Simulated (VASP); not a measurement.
Ge (diamond): the lattice constant a from VASP (plane waves, PAW) at several levels of theory. Static lattice.

| level | lattice constant a (Å) | error against measurement |
|---|---|---|
| LDA | 5.626 | -0.3 % |
| PBE | 5.761 | +2.1 % |
| PBEsol | 5.674 | +0.5 % |
| RPBE | 5.814 | +3.0 % |
| AM05 | 5.679 | +0.6 % |
| PBE-D3(BJ) | 5.699 | +1.0 % |
| PBE-D4 | 5.694 | +0.9 % |
| optB88-vdW | 5.749 | +1.9 % |
| rev-vdW-DF2 | 5.725 | +1.4 % |
| SCAN | 5.665 | +0.4 % |
| r2SCAN | 5.676 | +0.6 % |

Measured: 5.644 Å at 0 K (as given by Daniel Mejia-Rodriguez et al., Physical Review B (2018), arXiv:1807.09216; static lattice: zero-point anharmonic expansion removed).

The cell of the LDA run:

Space group Fd-3m, origin choice 1 (No. 227); a = b = c = 5.626 Å, α = β = γ = 90.00°

| atom | site | symmetry | x | y | z |
|---|---|---|---|---|---|
| Ge | 8b | -43m | 0.5000 | 0.5000 | 0.5000 |
(The calculation used a cell of 2 atoms; values per cell refer to that cell.)

Only levels that ran to the end are used. Left out are those held back, those with too coarse a band path, GW runs whose mesh misses a band edge, hybrids' fits of cells that aren't cubic and levels without matching references; a question may draw on a part of the rest.

The compound is Ge in the diamond structure.
